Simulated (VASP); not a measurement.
An input for Ansatz (written as the equivalent of a VASP run, and not itself run):

Ansatz 0.2 input:
```yaml
crystal:
  lattice:
    - [2.9372940, 0.0000000, 0.0000000]
    - [0.0000000, 2.7937010, 0.0000000]
    - [0.0000000, 0.0000000, 2.8296490]
  atoms:
    - { symbol: Al, position: [0.5000000, 0.5000000, 0.5000000] }
    - { symbol: Co, position: [0.0326610, 0.0000000, 0.0000000] }
kpoints:
  mp_grid: { grid: [11, 12, 12] }
hamiltonian:
  xc: pbe
  pseudopotentials: { kind: paw }
scf:
  occupations: { method: methfessel_paxton, width: 0.1 }
  max_iter: 100
output: { forces: true, stress: true, eigenvalues: true }
```

Q: Translate this input to VASP (INCAR, KPOINTS, POSCAR, choice of POTCAR).

A: Several could match; the one computed here: 
POSCAR:
```
CoAl
1
    2.9372940000     0.0000000000     0.0000000000
    0.0000000000     2.7937010000     0.0000000000
    0.0000000000     0.0000000000     2.8296490000
Al Co
1 1
Direct
  0.5000000000   0.5000000000   0.5000000000
  0.0326610000   0.0000000000   0.0000000000
```

**INCAR**
```
ALGO = Normal
EDIFF = 1E-6
ENCUT = 400
GGA = PE
ISIF = 2
ISMEAR = 1
LASPH = .TRUE.
LCHARG = .FALSE.
LMAXMIX = 4
LREAL = .FALSE.
LWAVE = .FALSE.
NELM = 100
PREC = Accurate
SIGMA = 0.1
SYSTEM = CoAl
```

### KPOINTS
```
Automatic mesh
0
Gamma
11 12 12
0 0 0
```

POTCAR, in this order: Al Co (PBE.64 set). Program: vasp_std.

The two are equivalent in intent, not identical: each code has its own PAW files, so the cut-off isn't converted (ENCUT is set for VASP's; basis.ecutwfc is left out, and Ansatz then takes the one that its files recommend); Ansatz stops its SCF on the density residual and VASP on the energy change (EDIFF).

The compound is CoAl in the CsCl type structure. The cell was not relaxed at this level, atoms are displaced from their ideal sites.
